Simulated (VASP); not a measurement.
All values below come from PBEsol GGA, VASP's PBE PAW potentials (set 64) (plane waves; VASP 6.6.1).

VASP ran on this input.

File KPOINTS:
```
k-points along high-symmetry lines
10
Line-mode
Reciprocal
  0.000000   0.000000   0.000000 ! GAMMA
  0.000000   0.500000   0.000000 ! M

  0.000000   0.500000   0.000000 ! M
 -0.333333   0.666667   0.000000 ! K

 -0.333333   0.666667   0.000000 ! K
  0.000000   0.000000   0.000000 ! GAMMA

  0.000000   0.000000   0.000000 ! GAMMA
  0.000000   0.000000   0.500000 ! A

  0.000000   0.000000   0.500000 ! A
  0.000000   0.500000   0.500000 ! L

  0.000000   0.500000   0.500000 ! L
 -0.333333   0.666667   0.500000 ! H

 -0.333333   0.666667   0.500000 ! H
  0.000000   0.000000   0.500000 ! A

  0.000000   0.500000   0.500000 ! L
  0.000000   0.500000   0.000000 ! M

 -0.333333   0.666667   0.500000 ! H
 -0.333333   0.666667   0.000000 ! K
```

### POSCAR
```
WS2
1
    1.5737450032    -2.7258062819     0.0000000000
    1.5737450032     2.7258062819     0.0000000000
    0.0000000000     0.0000000000    12.6411951945
W S
2 4
Direct
  0.3333330000   0.6666670000   0.2500000000
  0.6666670000   0.3333330000   0.7500000000
  0.3333330000   0.6666670000   0.8740071211
  0.6666670000   0.3333330000   0.3740071211
  0.6666670000   0.3333330000   0.1259928789
  0.3333330000   0.6666670000   0.6259928789
```

### INCAR
```
ISMEAR=0
ALGO=Normal   # blocked Davidson
ENCUT=520   # plane-wave cut-off (eV)
LREAL=.False.   # projection in real space or not
LMAXMIX=6   # l cut-off of mixed one-centre charges
NELM=100   # most electronic steps
ICHARG=11   # fixed density
PREC=Accurate
SIGMA=0.05
GGA=PS
LWAVE=.False.
SYSTEM=WS2
LCHARG=.False.
LASPH=.True.   # aspherical one-centre terms
EDIFF=1E-7   # SCF stop (eV)
LORBIT=11   # lm-projected
```

POTCAR, in this order: W_sv S (PBE.64 set). Program: vasp_std. Read from the step before: CHGCAR.

Output

OSZICAR:
```
       N       E                     dE             d eps       ncg     rms          rms(c)
DAV:   1     0.523321896744E+03    0.52332E+03   -0.29168E+04  6220   0.167E+03
DAV:   2    -0.133121261476E+02   -0.53663E+03   -0.52412E+03  6521   0.452E+02
DAV:   3    -0.481372244087E+02   -0.34825E+02   -0.33916E+02  7140   0.101E+02
DAV:   4    -0.491071765010E+02   -0.96995E+00   -0.96710E+00  6822   0.172E+01
DAV:   5    -0.491388934102E+02   -0.31717E-01   -0.31704E-01  7318   0.293E+00
DAV:   6    -0.491396524569E+02   -0.75905E-03   -0.75887E-03  7033   0.504E-01
DAV:   7    -0.491396836363E+02   -0.31179E-04   -0.31176E-04  7435   0.949E-02
DAV:   8    -0.491396847072E+02   -0.10708E-05   -0.10708E-05  6931   0.194E-02
DAV:   9    -0.491396847725E+02   -0.65309E-07   -0.65222E-07  5921   0.439E-03
   1 F= -.49139685E+02 E0= -.49139685E+02  d E =-.673805E-12
```

OUTCAR:
```
 val. band max:        7.0265574464   @ k =   0.0000   0.0000   0.0000

 cond. band min:       8.1274865655   @ k =  -0.1852   0.3704   0.0000



 k-point     1 :       0.0000    0.0000    0.0000
  band No.  band energies     occupation
      1     -67.4145      2.00000
      2     -67.4145      2.00000
      3     -31.6914      2.00000
      4     -31.6914      2.00000
      5     -31.4986      2.00000
      6     -31.4986      2.00000
      7     -31.4986      2.00000
      8     -31.4986      2.00000
      9      -8.4867      2.00000
     10      -8.3180      2.00000
     11      -6.8851      2.00000
     12      -6.5548      2.00000
     13      -0.4763      2.00000
     14       0.3764      2.00000
     15       3.3773      2.00000
     16       3.6373      2.00000
     17       3.6373      2.00000
     18       3.6464      2.00000
     19       3.6464      2.00000
     20       4.9024      2.00000
     21       4.9025      2.00000
     22       4.9379      2.00000
     23       4.9380      2.00000
     24       5.4023      2.00000
     25       5.8892      2.00000
     26       7.0266      2.00000
     27       9.4679      0.00000
     28       9.4729      0.00000
     29       9.4760      0.00000
     30       9.4813      0.00000
     31       9.5802      0.00000

 k-point     2 :       0.0000    0.0556    0.0000
  band No.  band energies     occupation
      1     -67.4139      2.00000
      2     -67.4139      2.00000
      3     -31.6893      2.00000
      4     -31.6893      2.00000
      5     -31.5103      2.00000
      6     -31.5103      2.00000
      7     -31.5013      2.00000
      8     -31.5013      2.00000
      9      -8.4327      2.00000
     10      -8.2639      2.00000
     11      -6.8628      2.00000
     12      -6.5369      2.00000
     13      -0.4118      2.00000
     14       0.4408      2.00000
     15       3.2899      2.00000
     16       3.4927      2.00000
     17       3.5048      2.00000
     18       3.6896      2.00000
...
```

The density is held fixed in this step, so its total energy and stress have no physical meaning. Without a dispersion term in the relaxation, distances and binding between the weakly bound layers, chains or molecules are unreliable, and so is what depends on them. Unless said otherwise, spin-orbit coupling is left out, though it shifts the bands of the heavy elements here.

The compound is WS2 in the 2H layered structure. It was relaxed first.
